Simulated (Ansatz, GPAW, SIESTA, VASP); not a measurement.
## Code comparison for WS2 (P1, 3 atoms in the cell)

Self-consistent single point, at a second geometry (atoms moved at random). First geometry:

```
CELL_PARAMETERS angstrom
      1.59244     0.91939     6.48980
     -1.59244     0.91939     6.48980
      0.00000    -1.83879     6.48980
ATOMIC_POSITIONS crystal
  W  0.00067 0.00067 0.00067
  S  0.41411 0.41411 0.41411
  S  0.25392 0.25392 0.25392
```

Second geometry:
```
WS2
1.0
    1.59244     0.91939     6.48980
   -1.59244     0.91939     6.48980
    0.00000    -1.83879     6.48980
W S
1 2
Cartesian
 -0.00253  -0.02420   0.06504
 -0.02412   0.01226   8.03511
  0.02664   0.01194   4.91910
```

Shared settings, as Ansatz (a quantum-chemistry and plane-wave program) writes them: kpoints.mp_grid.grid = 8 8 8; scf.occupations.method = fixed. Potentials and cutoffs stand in the table.

```json
[
 {"code": "Ansatz", "model": "PBEsol, default PAW files made with PBE", "ΔF from the first geometry (meV/atom)": "39.0", "pressure (GPa)": "-2.08", "largest force (eV/Å)": "2.597", "gap on the mesh (eV)": "1.207", "cutoff": "420 eV"},
 {"code": "SIESTA", "model": "GGA PBEsol, numerical atomic orbitals DZP, PseudoDojo PBEsol standard norm-conserving potentials (rewritten from UPF to PSML)", "ΔF from the first geometry (meV/atom)": "40.8", "pressure (GPa)": "-0.13", "largest force (eV/Å)": "2.698", "gap on the mesh (eV)": "1.253", "cutoff": "grid 350 Ry"},
 {"code": "VASP", "model": "PBEsol, VASP's PBE PAW potentials (set 64)", "ΔF from the first geometry (meV/atom)": "39.0", "pressure (GPa)": "-2.46", "largest force (eV/Å)": "2.599", "gap on the mesh (eV)": "1.221", "cutoff": "300 eV"},
 {"code": "GPAW", "model": "PBEsol, GPAW PAW datasets PBEsol (made by gpaw-setup)", "ΔF from the first geometry (meV/atom)": "39.1", "pressure (GPa)": "-2.15", "largest force (eV/Å)": "2.602", "gap on the mesh (eV)": "1.207", "cutoff": "550 eV"}
]
```

Size of the force on each atom (eV/Å): Sizes of forces hide their directions.

```
code       W1     S2     S3
------  -----  -----  -----
Ansatz  2.597  1.387  1.265
SIESTA  2.698  1.772  0.983
VASP    2.599  1.415  1.238
GPAW    2.602  1.395  1.261
```

Gaps are read on the mesh.

On Ansatz's run: spin-orbit coupling is off.

The spread over the programs that give each value: ΔF from the first geometry within 1.8 meV/atom; pressure within 2.33 GPa; largest force within 0.101 eV/Å; gap on the mesh within 0.046 eV.

SIESTA uses small atom-centred bases, whose incompleteness enters pressures, forces and empty levels differently from a plane-wave cutoff. Ansatz's pressure is given at a fixed set of plane waves, as the other plane-wave codes print theirs. In the pressure, SIESTA (by 2.02) lies more than 1 GPa from the median of the plane-wave programs. In the force vectors, SIESTA (by 0.395) lies more than 0.08 eV/Å from the median of the plane-wave programs.

VASP's run is marked for a possible Pulay error in its stress at this cutoff; no cutoff test was made.

VASP ran the fixed occupations as a Gaussian smearing of 0.01 eV.

The starting cell comes from a database of computed structures (which also holds hypothetical and non-ambient phases and stackings), without a prior relaxation at this level. For this run, on top of that: atoms moved at random.

Left out of this page: CP2K (not drawn, or without a comparable value).

Keys are those of Ansatz 0.2.
